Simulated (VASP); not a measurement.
The system is WC.

```
W C
1.0
     2.90650    0.00000    0.00000
    -1.45325    2.51710    0.00000
     0.00000    0.00000    2.83660
W C
1 1
Direct
  0.00000 0.00000 0.00000
  0.66667 0.33333 0.50000
```

* Program: VASP 6.6.1
* Task: relaxation of cell and atoms
* Functional: PBE
* Potentials or basis: VASP PAW PBE potentials, release 64 (W_sv, C)
* Cutoff: 520 eV
* k mesh: 18 × 18 × 14
* Occupations: gaussian, width 0.1 eV
* Spin: no spin polarisation

At the start: pressure 6.7 GPa; volume 10.38 Å³/atom.

**Question.** Where does the relaxation end?

**Answer.** Over 6 steps the energy falls by 3.6 meV/atom and the volume is 10.55 Å³/atom (+1.7 %); space group P-6m2 (No. 187, to 0.05 Å).

Step by step:
```tsv
step	energy change (eV)	largest force (eV/Å)	pressure (GPa)	volume (Å³)
1	0.0000	0.0000	6.71	20.75
2	0.0438	0.0000	-15.95	22.08
3	-0.0072	0.0000	-0.10	21.11
4	-0.0072	0.0000	0.02	21.10
5	-0.0072	0.0000	0.02	21.11
6	-0.0073	0.0000	0.02	21.10
```

Final structure:
```
W C
1.0
     2.92417    0.00000    0.00000
    -1.46208    2.53240    0.00000
     0.00000    0.00000    2.84996
W C
1 1
Direct
  0.00000 0.00000 0.00000
  0.66667 0.33333 0.50000
```
